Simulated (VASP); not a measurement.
A cell of MgB2 (AlB2 type) near equilibrium:

```
MgB2
1.0
    1.53581    -2.66010     0.00000
    1.53581     2.66010     0.00000
    0.00000     0.00000     3.47338
Mg B
1 2
Direct
  0.00000   0.00000   0.00000
  0.33333   0.66667   0.50000
  0.66667   0.33333   0.50000
```

Calculation: PBEsol GGA, VASP's PBE PAW potentials (set 64) (plane waves; VASP 6.6.1).

```csv
run,ΔE (meV/atom),σxx,σyy,σzz,"largest shear component, with its sign (GPa)",largest force (eV/Å)
as it is,0.0,-0.04,-0.04,0.30,0.00,0.000
after one change,2.6,0.94,5.08,3.43,0.00,0.009
```
Stress is in GPa, positive when the cell is compressed.

Problem. What was changed between the two runs?
A) biaxial strain of -1.0 % in the yz plane with the ions relaxed
B) isotropic strain of -3.0 %
C) isotropic strain of -1.0 %
D) uniaxial strain of -3.0 % along y

Solution. A, biaxial strain of -1.0 % in the yz plane with the ions relaxed

The compound is MgB2 in the AlB2 type structure.
